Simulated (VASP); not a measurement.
Wanted: the native input for a VASP 6.6.1 run.

| Item | Value |
| --- | --- |
| Task | relaxation of cell and atoms |
| Functional | PBE |
| Potentials or basis | VASP PAW PBE potentials, release 64 (Zn, Hg, O_s) |
| Cutoff | 900 eV |
| k mesh | 5 × 5 × 6 |
| Occupations | fermi-dirac, width 0.05 eV |
| Spin | no spin polarisation |
| Further INCAR settings | ALGO = Fast; EDIFF = 1e-06; IBRION = 2; EDIFFG = -0.01; NSW = 40; ISIF = 3 |

The structure of ZnHgO2 lies in POSCAR:

```
ZnHgO2
1.0
    4.0092200000      0.0000000000      0.0000000000
    0.0000000000      4.0092200000      0.0000000000
    0.0000000000      0.0000000000      3.3045900000
Zn Hg O
1 1 2
Direct
    0.0000000000      0.0000000000      0.0000000000
    0.5000000000      0.5000000000      0.5000000000
    0.5000000000      0.0000000000      0.0000000000
    0.0000000000      0.5000000000      0.0000000000
```

The cell was built by a generator and needn't be a form met in nature.

The input as run:

INCAR

```
ALGO = Fast
EDIFF = 1E-6
EDIFFG = -0.01
ENCUT = 900
GGA = PE
IBRION = 2
ISIF = 3
ISMEAR = -1
LASPH = T
LCHARG = F
LREAL = F
LWAVE = F
NELM = 60
NSW = 40
PREC = Accurate
SIGMA = 0.05
```

KPOINTS

```
k-points
0
Gamma
  5 5 6
```

Potentials or basis: VASP PAW PBE potentials, release 64 (Zn, Hg, O_s).

Command:

```bash
$ cat potpaw_PBE.64/Zn/POTCAR potpaw_PBE.64/Hg/POTCAR potpaw_PBE.64/O_s/POTCAR > POTCAR
$ mpirun -np 1 vasp_std > vasp.out
```

Results of the run:

```json
{
  "Relaxed volume": "13.39 Å³/atom",
  "Relaxed cell": "a = 4.022 Å, b = 4.022 Å, c = 3.310 Å, α = 90.00°, β = 90.00°, γ = 90.00°",
  "Space group after relaxing (to 0.05 Å)": "P4/mmm (No. 123)",
  "Energy gained by relaxing": "0.4 meV/atom",
  "Ionic steps": "4",
  "Pressure after relaxing": "0.1 GPa",
  "Band gap on the k mesh": "none (metal or under the smearing width)"
}
```

Run time: 68 s on 1 thread of AMD EPYC 9R45 (Zen 5), with other jobs on the host, peak memory 0.24 GiB.
